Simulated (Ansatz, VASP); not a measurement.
# GaBAs2: VASP beside Ansatz

```xyz
4
Lattice="3.6616 0.0000 0.0000 0.0000 3.6616 0.0000 0.0000 0.0000 5.3548" Properties=species:S:1:pos:R:3 pbc="T T T"
B     0.0000    0.0000    0.0000
As    0.0000    1.8308    1.1458
As    1.8308    0.0000    4.2090
Ga    1.8308    1.8308    2.6774
```

Alike in both runs: task single point; functional PBE; k mesh 8 × 8 × 6; occupations fermi-dirac, width 0.02 eV; non-collinear spin, spin-orbit coupling.

```csv
,VASP,Ansatz
version,VASP 6.6.1,Ansatz 0.2.0
potentials or method,"VASP PAW PBE potentials, release 64 (B, As, Ga_d)","plane waves, PAW"
plane-wave cutoff (eV),520,420
valence electrons in the cell,26,46
```

VASP gave:

- pressure (GPa): 2.8
- largest component of the traceless stress (GPa): 0.39
- rms of the force components (eV/Å): 0.085
- net moment per atom (μB): 0.00

**Question.** Estimate Ansatz's values.

**Answer.** Pressure (GPa): 2.5; largest component of the traceless stress (GPa): 0.40; rms of the force components (eV/Å): 0.089; net moment per atom (μB): 0.00.

With one functional, cell and mesh, what is left measures potentials, basis and numerics. The two sets of potentials don't hold the same shells in valence.
